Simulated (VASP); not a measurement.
Consider the following.

```
CELL_PARAMETERS angstrom
      4.00829     0.00000     0.00000
      0.00000     4.00829     0.00000
      0.00000     0.00000     4.00829
ATOMIC_POSITIONS crystal
  K  0.00000 0.00000 0.00000
  Ta 0.50000 0.50000 0.50000
  O  0.50000 0.00000 0.50000
  O  0.00000 0.50000 0.50000
  O  0.50000 0.50000 0.00000
```

Level of theory: rev-vdW-DF2, VASP's PBE PAW potentials (set 64) (plane waves; VASP). Settings: 520 eV cut-off, Gaussian smearing of 0.050 eV, potentials K_sv Ta_pv O.

Unless said otherwise, spin-orbit coupling is left out, though it shifts the bands of the heavy elements here.

Question: Give the energies of bands 11 to 22 at the high-symmetry points, in eV from the valence-band maximum.

Answer: 
```csv
band,Γ,X,M,R
11,-2.43,-5.37,-5.45,-5.48
12,-2.43,-2.51,-5.31,-5.30
13,-2.43,-2.51,-4.49,-5.30
14,-1.04,-2.32,-2.78,-3.86
15,-1.04,-2.32,-2.78,-3.86
16,-1.04,-2.11,-1.67,-3.86
17,-0.62,-1.49,-1.42,0.00
18,-0.62,-0.85,-1.42,0.00
19,-0.62,-0.85,-0.04,0.00
20,2.12,2.28,4.93,6.31
21,2.12,4.90,4.93,6.31
22,2.12,4.90,6.18,6.31
```

The gap is indirect, 2.12 eV, from the valence maximum at R to the conduction minimum at Γ.

Measured: gap 3.64 eV (computed value off by -1.52 eV), as given by Burak Himmetoglu et al., Journal of Physics Condensed Matter (2016), arXiv:1601.06205.

The compound is KTaO3 in the cubic perovskite structure. It was relaxed first.
